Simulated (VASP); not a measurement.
# CoSi2 with r2SCAN: from relaxation to properties, part 2 of 6

Wanted: the relaxed cell of CoSi2 and its properties. The start is a cell from a database of measured crystal structures.

VASP 6.6.1, plane waves and PAW; the level of theory is named at each step.

So far. Step 2 (Magnetic order: ferromagnetic): The moments fall under 0.1 μB, and the mesh shows no gap.

**3. Magnetic order: antiferromagnetic, q = (0, 0, 1/2)**

This step: r2SCAN, spin-polarised from an antiferromagnetic start; plane waves and PAW (Co, Si) (VASP 6.6.1).

System of this step: CoSi2. Symmetry: Fm-3m, No. 225, cubic system. Conventional cell: a = 5.365 Å, b = 5.365 Å, c = 5.365 Å, α = 90.00°, β = 90.00°, γ = 90.00°. Co has 8 Si at 2.32 Å nearest. Nearest to Si lie 4 Co at 2.32 Å. Farther neighbours are not listed.

Next, a pattern with opposite moments, which needs a doubled cell; q is given in the reciprocal vectors of the primitive cell.

The input, INCAR:

```
SYSTEM = CoSi2
PREC = Accurate
ENCUT = 400
EDIFF = 1E-06
NELM = 100
ISMEAR = 0
SIGMA = 0.05
LREAL = .FALSE.
ALGO = Normal
METAGGA = R2SCAN
LASPH = .TRUE.
NBANDS = 26
ISPIN = 2
MAGMOM = 2 -2 0 0 0 0
LMAXMIX = 4
LORBIT = 11
LWAVE = .FALSE.
LCHARG = .FALSE.
KPAR = 8
ISIF = 2
```

The input, POSCAR:

```
CoSi2
1.0
    0.0000000000      2.6825000000      2.6825000000
    2.6825000000      0.0000000000      2.6825000000
    5.3650000000      5.3650000000      0.0000000000
Co Si
2 4
Direct
    0.0000000000      0.0000000000      0.0000000000
    0.0000000000      0.0000000000      0.5000000000
    0.2500000000      0.2500000000      0.1250000000
    0.2500000000      0.2500000000      0.6250000000
    0.7500000000      0.7500000000      0.3750000000
    0.7500000000      0.7500000000      0.8750000000
```

The input, KPOINTS:

```
Automatic mesh
0
Gamma
7 7 7
0 0 0
```

The projector-augmented-wave data sets are Co and Si (PBE family, release 64).

On the command line:

```sh
mpirun -np 8 vasp_std
```

Output:

```text
[banner, memory and clock lines left out]
running    8 mpi-ranks, on    1 nodes
 distrk:  each k-point on    1 cores,    8 groups
 distr:  one band on    1 cores,    1 groups

 POSCAR found type information on POSCAR CoSi
 POSCAR found :  2 types and       6 ions
 [... a notice as in an earlier step ...]

 [... a notice as in an earlier step ...]

 LDA part: xc-table for (None), standard interpolation
 POSCAR, INCAR and KPOINTS ok, starting setup
 FFT: planning ... GRIDC
 FFT: planning ... GRID_SOFT
 FFT: planning ... GRID
 WAVECAR not read
 entering main loop
       N       E                     dE             d eps       ncg     rms          rms(c)
DAV:   1     0.142258646890E+03    0.14226E+03   -0.12098E+04  4576   0.110E+03
DAV:   2    -0.583303258737E+02   -0.20059E+03   -0.18793E+03  4622   0.267E+02
DAV:   3    -0.704765460737E+02   -0.12146E+02   -0.11689E+02  5768   0.774E+01
DAV:   4    -0.708332622144E+02   -0.35672E+00   -0.35466E+00  5778   0.129E+01
DAV:   5    -0.708473135684E+02   -0.14051E-01   -0.14040E-01  6680   0.250E+00    0.241E+01
DAV:   6    -0.759035504700E+02   -0.50562E+01   -0.79075E+01  5414   0.151E+02    0.307E+01
DAV:   7    -0.634457552441E+02    0.12458E+02   -0.28700E+01  5762   0.112E+02    0.767E+00
DAV:   8    -0.640632234744E+02   -0.61747E+00   -0.51218E+00  7022   0.211E+01    0.519E+00
DAV:   9    -0.639830994583E+02    0.80124E-01   -0.72428E-01  6434   0.141E+01    0.204E+00
DAV:  10    -0.639934976537E+02   -0.10398E-01   -0.66768E-02  5624   0.267E+00    0.111E+00
DAV:  11    -0.639962786580E+02   -0.27810E-02   -0.13616E-02  7222   0.215E+00    0.582E-01
DAV:  12    -0.639966387195E+02   -0.36006E-03   -0.35132E-03  6298   0.528E-01    0.333E-01
DAV:  13    -0.639964967062E+02    0.14201E-03   -0.84288E-04  7156   0.398E-01    0.114E-01
DAV:  14    -0.639965317142E+02   -0.35008E-04   -0.33888E-04  7040   0.212E-01    0.535E-02
DAV:  15    -0.639965385456E+02   -0.68313E-05   -0.10068E-04  7258   0.155E-01    0.195E-02
DAV:  16    -0.639965445115E+02   -0.59659E-05   -0.19853E-05  5470   0.365E-02    0.644E-03
DAV:  17    -0.639965457014E+02   -0.11900E-05   -0.15271E-06  3814   0.100E-02    0.251E-03
DAV:  18    -0.639965459967E+02   -0.29526E-06   -0.24568E-07  2670   0.676E-03
   1 F= -.63996546E+02 E0= -.63994800E+02  d E =-.349145E-02  mag=     0.0000
```

Elapsed: 88 s, on 8 MPI ranks of Intel Xeon Platinum 8488C (Sapphire Rapids), shared host; peak memory 2.4 GiB.

Parts of OUTCAR (step 3):

```text
  LATTYP: Found a trigonal (rhomboedric) cell.
 ALAT       =     6.5707562350
 COS(alpha) =     0.8333333333

 Subroutine GETGRP returns: Found 12 space group operations
 (whereof 12 operations were pure point group operations)

The static configuration has the point symmetry D_3d.

 Found     44 irreducible k-points:

   k-points           NKPTS =     44   k-points in BZ     NKDIM =     44   number of bands    NBANDS=     26

   dimension x,y,z NGX =    28 NGY =   28 NGZ =   50
   dimension x,y,z NGXF=    56 NGYF=   56 NGZF=  100

   ENCUT  =  400.0 eV  29.40 Ry    5.42 a.u.   6.19  6.19 12.37*2*pi/ulx,y,z

   NELECT =      34.0000    total number of electrons

 E-fermi :  10.0079

 spin component 1
 k-point     1 :       0.0000    0.0000    0.0000
  band No.  band energies     occupation
    ...
     11       7.9207      1.00000
     12       8.2563      1.00000
     13       8.2563      1.00000
     14       9.3878      1.00000
     15       9.3878      1.00000
     16      11.1264      0.00000
     17      13.0756      0.00000
     18      13.5214      0.00000
     19      13.5214      0.00000
     20      13.5229      0.00000
    ...

 k-point     2 :       0.1429    0.0000    0.0000
  band No.  band energies     occupation
    ...
     11       7.8399      1.00000
     12       8.0512      1.00000
     13       8.2099      1.00000
     14       9.1241      1.00000
     15       9.3146      1.00000
     16      10.5208      0.00000
     17      11.9958      0.00000
     18      12.1857      0.00000
     19      12.1863      0.00000
     20      12.3918      0.00000
    ...

 k-point     3 :       0.2857    0.0000    0.0000
  band No.  band energies     occupation
    ...
     12       7.9959      1.00000
     13       8.0993      1.00000
     14       8.7123      1.00000
     15       8.7293      1.00000
     16       8.9709      1.00000
     17      10.8298      0.00000
     18      10.8302      0.00000
     19      12.0631      0.00000
     20      12.7898      0.00000
     21      13.9027      0.00000
    ...

 k-point     4 :       0.4286    0.0000    0.0000
  band No.  band energies     occupation
    ...
     14       8.1183      1.00000
     15       8.1800      1.00000
     16       8.5389      1.00000
     17       9.6379      1.00000
     18       9.6381      1.00000
     19      11.7674      0.00000
     20      13.0714      0.00000
     21      13.2445      0.00000
     22      13.5606      0.00000
     23      13.5608      0.00000
    ...

  Total       -2.6874722     -2.6874722     -2.6874722      0.0073550     -0.0073550     -0.0073550
  in kB      -55.7667549    -55.7667549    -55.7667549      0.1526209     -0.1526209     -0.1526209
  external PRESSURE =     -55.7667549 kB  Pullay stress =       0.0000000 kB

  energy-cutoff  :      400.00
  volume of cell :       77.21
      direct lattice vectors                 reciprocal lattice vectors
     0.000000000  2.682500000  2.682500000    -0.186393290  0.186393290  0.186393290
     2.682500000  0.000000000  2.682500000     0.186393290 -0.186393290  0.186393290
     5.365000000  5.365000000  0.000000000     0.093196645  0.093196645 -0.093196645

 POSITION                                       TOTAL-FORCE (eV/Angst)
 -----------------------------------------------------------------------------------
      0.00000      0.00000      0.00000        -0.000000      0.000000      0.000000
      2.68250      2.68250      0.00000        -0.000000      0.000000      0.000000
      1.34125      1.34125      1.34125        -0.001355     -0.001355      0.001355
      4.02375      4.02375      1.34125        -0.001355     -0.001355      0.001355
      4.02375      4.02375      4.02375         0.001355      0.001355     -0.001355
      6.70625      6.70625      4.02375         0.001355      0.001355     -0.001355
 -----------------------------------------------------------------------------------
    total drift:                               -0.000000      0.000000      0.000000

  FREE ENERGIE OF THE ION-ELECTRON SYSTEM (eV)
  ---------------------------------------------------
  free  energy   TOTEN  =       -63.9965459967 eV

  energy  without entropy=      -63.9930545491  energy(sigma->0) =      -63.99480027

 total charge
# of ion       s       p       d       tot
------------------------------------------
    1        0.560   0.755   7.585   8.900
    2        0.560   0.755   7.585   8.900
    3        0.707   0.885   0.000   1.592
    4        0.707   0.885   0.000   1.592
    5        0.707   0.885   0.000   1.592
    6        0.707   0.885   0.000   1.592
--------------------------------------------------
tot          3.947   5.049  15.170  24.166

 magnetization (x)
# of ion       s       p       d       tot
------------------------------------------
    1        0.000   0.000  -0.000  -0.000
    2       -0.000  -0.000   0.000   0.000
    3        0.000   0.000   0.000   0.000
    4       -0.000  -0.000   0.000  -0.000
    5       -0.000  -0.000   0.000  -0.000
    6        0.000   0.000   0.000   0.000
--------------------------------------------------
tot          0.000   0.000   0.000   0.000

[... 6 further parts left out ...]
```

At this level the cell is under a tension of 5.6 GPa, so at these settings it is away from equilibrium.

Numbers from this step:

```yaml
scf_cycles: 18
electrons: 34
bands: 26
irreducible_k_points: 44
symmetry_operations: 12
free_energy_toten: -63.9965 eV
energy_at_zero_smearing: -63.9948 eV
pressure: -5.577 GPa
```

The spin moment in the PAW sphere vanishes on all atoms.

The energy lies +0.5 meV an atom from the first pattern, a difference of sampling, since both runs hold the same state. The moments fall under 0.1 μB, and the mesh shows no gap.

**4. Magnetic order: antiferromagnetic, q = (1/2, 1/2, 0)**

Next, a pattern with opposite moments, which needs a doubled cell; q is given in the reciprocal vectors of the primitive cell.

INCAR is that of step 3.

The input, POSCAR:

```
CoSi2
1.0
    2.6825000000      2.6825000000      0.0000000000
   -2.6825000000      2.6825000000      0.0000000000
    0.0000000000      0.0000000000      5.3650000000
Co Si
2 4
Direct
    0.0000000000      0.0000000000      0.0000000000
    0.5000000000      0.5000000000      0.5000000000
    0.5000000000      0.0000000000      0.2500000000
    0.0000000000      0.5000000000      0.7500000000
    0.5000000000      0.0000000000      0.7500000000
    0.0000000000      0.5000000000      0.2500000000
```

The input, KPOINTS:

```
Automatic mesh
0
Gamma
6 6 4
0 0 0
```

On the command line:

```sh
mpirun -np 8 vasp_std
```

Output:

```text
[... set-up lines as in an earlier step ...]
 entering main loop
       N       E                     dE             d eps       ncg     rms          rms(c)
DAV:   1     0.143055158400E+03    0.14306E+03   -0.12271E+04  3120   0.111E+03
DAV:   2    -0.587333275690E+02   -0.20179E+03   -0.18893E+03  3150   0.266E+02
DAV:   3    -0.705406031255E+02   -0.11807E+02   -0.11330E+02  3860   0.764E+01
DAV:   4    -0.708853527315E+02   -0.34475E+00   -0.34249E+00  3910   0.126E+01
DAV:   5    -0.708994947094E+02   -0.14142E-01   -0.14135E-01  4446   0.252E+00    0.240E+01
DAV:   6    -0.759823230715E+02   -0.50828E+01   -0.79539E+01  3656   0.150E+02    0.312E+01
DAV:   7    -0.634936006779E+02    0.12489E+02   -0.27547E+01  3830   0.110E+02    0.768E+00
DAV:   8    -0.640452529838E+02   -0.55165E+00   -0.51838E+00  4646   0.210E+01    0.506E+00
DAV:   9    -0.639672828016E+02    0.77970E-01   -0.69177E-01  4232   0.133E+01    0.207E+00
DAV:  10    -0.639758234525E+02   -0.85407E-02   -0.61567E-02  3520   0.221E+00    0.978E-01
DAV:  11    -0.639764600336E+02   -0.63658E-03   -0.11189E-02  4172   0.145E+00    0.511E-01
DAV:  12    -0.639767197740E+02   -0.25974E-03   -0.28571E-03  4182   0.561E-01    0.239E-01
DAV:  13    -0.639767176824E+02    0.20916E-05   -0.55822E-04  4680   0.284E-01    0.826E-02
DAV:  14    -0.639767238953E+02   -0.62129E-05   -0.14969E-04  4736   0.145E-01    0.390E-02
DAV:  15    -0.639767347431E+02   -0.10848E-04   -0.35158E-05  4822   0.109E-01    0.114E-02
DAV:  16    -0.639767359170E+02   -0.11739E-05   -0.75127E-06  3542   0.263E-02    0.514E-03
DAV:  17    -0.639767361828E+02   -0.26577E-06   -0.48977E-07  1784   0.698E-03
   1 F= -.63976736E+02 E0= -.63975797E+02  d E =-.187744E-02  mag=    -0.0000
```

Run time: 54 s. Hardware: 8 MPI ranks; peak memory 1.9 GiB; 5.6 min of CPU time.

OUTCAR, selected parts (step 4):

```text
  LATTYP: Found a simple tetragonal cell.
 ALAT       =     3.7936278811
 C/A-ratio  =     1.4142135624

 Subroutine GETGRP returns: Found 16 space group operations
 (whereof 16 operations were pure point group operations)

The static configuration has the point symmetry D_4h.

 Found     30 irreducible k-points:

   k-points           NKPTS =     30   k-points in BZ     NKDIM =     30   number of bands    NBANDS=     26

   dimension x,y,z NGX =    28 NGY =   28 NGZ =   36
   dimension x,y,z NGXF=    56 NGYF=   56 NGZF=   72

   ENCUT  =  400.0 eV  29.40 Ry    5.42 a.u.   6.19  6.19  8.75*2*pi/ulx,y,z

   NELECT =      34.0000    total number of electrons

 E-fermi :   9.9703

 spin component 1
 k-point     1 :       0.0000    0.0000    0.0000
  band No.  band energies     occupation
    ...
     11       7.9288      1.00000
     12       7.9404      1.00000
     13       7.9680      1.00000
     14       7.9680      1.00000
     15       8.5224      1.00000
     16      11.1250      0.00000
     17      11.6997      0.00000
     18      13.0953      0.00000
     19      13.5191      0.00000
     20      13.5191      0.00000
    ...

 k-point     2 :       0.1667    0.0000    0.0000
  band No.  band energies     occupation
    ...
     11       7.8370      1.00000
     12       7.9300      1.00000
     13       8.0509      1.00000
     14       8.4851      1.00000
     15       8.6793      1.00000
     16      10.9337      0.00000
     17      11.1047      0.00000
     18      11.9584      0.00000
     19      12.2957      0.00000
     20      13.1667      0.00000
    ...

 k-point     3 :       0.3333    0.0000    0.0000
  band No.  band energies     occupation
    ...
     13       8.3255      1.00000
     14       8.6428      1.00000
     15       8.8969      1.00000
     16       9.1992      1.00000
     17       9.7415      1.00000
     18      11.6290      0.00000
     19      12.2361      0.00000
     20      13.4578      0.00000
     21      13.5830      0.00000
     22      13.8071      0.00000
    ...

 k-point     4 :       0.5000    0.0000    0.0000
  band No.  band energies     occupation
    ...
     12       7.2557      1.00000
     13       8.3579      1.00000
     14       8.3580      1.00000
     15       8.8595      1.00000
     16       8.8596      1.00000
     17      10.1774      0.00000
     18      10.1774      0.00000
     19      12.6765      0.00000
     20      12.6765      0.00000
     21      14.3241      0.00000
    ...

  Total       -2.7054904     -2.7054904     -2.7716029      0.0000000      0.0000000      0.0000000
  in kB      -56.1406448    -56.1406448    -57.5125214      0.0000000      0.0000000      0.0000000
  external PRESSURE =     -56.5979370 kB  Pullay stress =       0.0000000 kB

  energy-cutoff  :      400.00
  volume of cell :       77.21
      direct lattice vectors                 reciprocal lattice vectors
     2.682500000  2.682500000  0.000000000     0.186393290  0.186393290  0.000000000
    -2.682500000  2.682500000  0.000000000    -0.186393290  0.186393290  0.000000000
     0.000000000  0.000000000  5.365000000     0.000000000  0.000000000  0.186393290

 POSITION                                       TOTAL-FORCE (eV/Angst)
 -----------------------------------------------------------------------------------
      0.00000      0.00000      0.00000         0.000000      0.000000     -0.000000
      0.00000      2.68250      2.68250         0.000000     -0.000000     -0.000000
      1.34125      1.34125      1.34125        -0.000000     -0.000000      0.000000
     -1.34125      1.34125      4.02375        -0.000000     -0.000000     -0.000000
      1.34125      1.34125      4.02375        -0.000000     -0.000000      0.000000
     -1.34125      1.34125      1.34125        -0.000000     -0.000000      0.000000
 -----------------------------------------------------------------------------------
    total drift:                               -0.000000      0.000000      0.000000

  FREE ENERGIE OF THE ION-ELECTRON SYSTEM (eV)
  ---------------------------------------------------
  free  energy   TOTEN  =       -63.9767361828 eV

  energy  without entropy=      -63.9748587472  energy(sigma->0) =      -63.97579746

 total charge
# of ion       s       p       d       tot
------------------------------------------
    1        0.560   0.755   7.585   8.900
    2        0.560   0.755   7.585   8.900
    3        0.707   0.883   0.000   1.591
    4        0.707   0.883   0.000   1.591
    5        0.707   0.883   0.000   1.591
    6        0.707   0.883   0.000   1.591
--------------------------------------------------
tot          3.950   5.042  15.170  24.162

 magnetization (x)
# of ion       s       p       d       tot
------------------------------------------
    1        0.000  -0.000   0.000   0.000
    2       -0.000   0.000  -0.000  -0.000
    3        0.000   0.000   0.000   0.000
    4        0.000   0.000   0.000   0.000
    5        0.000   0.000   0.000   0.000
    6        0.000   0.000   0.000   0.000
--------------------------------------------------
tot          0.000   0.000   0.000   0.000

[... 6 further parts left out ...]
```

At this level the cell is under a tension of 5.7 GPa, so at these settings it is away from equilibrium.

Numbers from this step:

```yaml
scf_cycles: 17
irreducible_k_points: 30
symmetry_operations: 16
free_energy_toten: -63.9767 eV
energy_at_zero_smearing: -63.9758 eV
fermi_energy: 9.970 eV
pressure: -5.660 GPa
```

The energy lies +3.7 meV an atom from the first pattern, a difference of sampling, since both runs hold the same state. The moments fall under 0.1 μB, and the mesh shows no gap.

**5. The orders side by side**

This step: collinear orders at r2SCAN; plane waves and PAW (VASP 6.6.1).

No new run; the numbers come from the runs before.

Patterns, by row:

```
                               start  atoms  energy less that of the first (meV/atom)  largest site moment (μB)     end state
                       ferromagnetic      3                                         0                         0  non-magnetic
  antiferromagnetic, q = (0, 0, 1/2)      6                                       0.5                         0  non-magnetic
antiferromagnetic, q = (1/2, 1/2, 0)      6                                       3.7                         0  non-magnetic
```

All patterns lost their moments. Runs that ended non-magnetic differ by up to 3.7 meV an atom among themselves, which is the error from the unlike meshes of the cells. The session goes on with moments started at or near zero.

(Part 2 of 6 ends here.)

[Lines on the potential files, build, host, timing and source positions are cut from VASP's logs without a mark.]

[Logs are printed without paths, hosts, clocks, repeated set-up lines and the standing remarks that a program may print on its own settings, such as how far it seeks lower states.]

[Hosts, paths, dates, database ids (printed as entryN), source tags and the programs' standing remarks are cut or masked in the printed files.]

[A measured line is paired with the nearest computed mode of its activity, which favours agreement.]
